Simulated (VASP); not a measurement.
All values below come from PBE GGA, VASP's PBE PAW potentials (set 64) (plane waves; VASP 6.6.1).

A VASP calculation is set up with these files.

POSCAR:
```
K
5.38560
 -0.5000000000   0.5000000000   0.5000000000
  0.5000000000  -0.5000000000   0.5000000000
  0.5000000000   0.5000000000  -0.5000000000
K
1
direct
  0.0000000000   0.0000000000   0.0000000000
```

**INCAR**
```
PREC  =  Accurate
ENCUT  =  400
LASPH  =  T   # aspherical one-centre terms
KSPACING  =  0.35
GGA  =  PE   # PBE
SIGMA  =  0.1   # width (eV)
EDIFF  =  1E-6
LCHARG  =  F
NELM  =  100   # most electronic steps
SYSTEM  =  K
KGAMMA  =  F
ISMEAR  =  1   # Methfessel-Paxton
LREAL  =  F   # projection in real space or not
ALGO  =  Normal   # blocked Davidson
ISIF  =  2   # forces and stress, cell fixed
LWAVE  =  F
```

POTCAR, in this order: K_sv (PBE.64 set). Program: vasp_std.

Gaps are read on the run's mesh, which can miss a band edge.

Predict the energy per atom (σ→0), band gap (on the k-mesh).

The energy per atom (σ→0) is -100.5 kJ/mol of atoms. The band gap (on the k-mesh) is none (metal, semimetal or under 0.01 eV).

### OSZICAR
```
...
DAV:   5    -0.104233284366E+01   -0.26731E-03   -0.26731E-03   256   0.248E-01    0.184E+00
DAV:   6    -0.104261773612E+01   -0.28489E-03   -0.12441E-03   272   0.258E-01    0.114E+00
DAV:   7    -0.104303069995E+01   -0.41296E-03   -0.26012E-03   248   0.371E-01    0.502E-02
DAV:   8    -0.104309651050E+01   -0.65811E-04   -0.11455E-04   240   0.139E-01    0.171E-02
DAV:   9    -0.104311063709E+01   -0.14127E-04   -0.11753E-05   232   0.312E-02    0.726E-03
DAV:  10    -0.104310962754E+01    0.10095E-05   -0.29985E-06   240   0.166E-02    0.881E-04
DAV:  11    -0.104310960016E+01    0.27386E-07   -0.25722E-08   144   0.169E-03
   1 F= -.10431096E+01 E0= -.10415739E+01  d E =-.460722E-02
```

The compound is K in the bcc structure. The cell was not relaxed at this level. The run is one of a series of settings (KGAMMA = .FALSE., KSPACING = 0.35, KPOINTS file removed against the base run), some of them coarse on purpose.
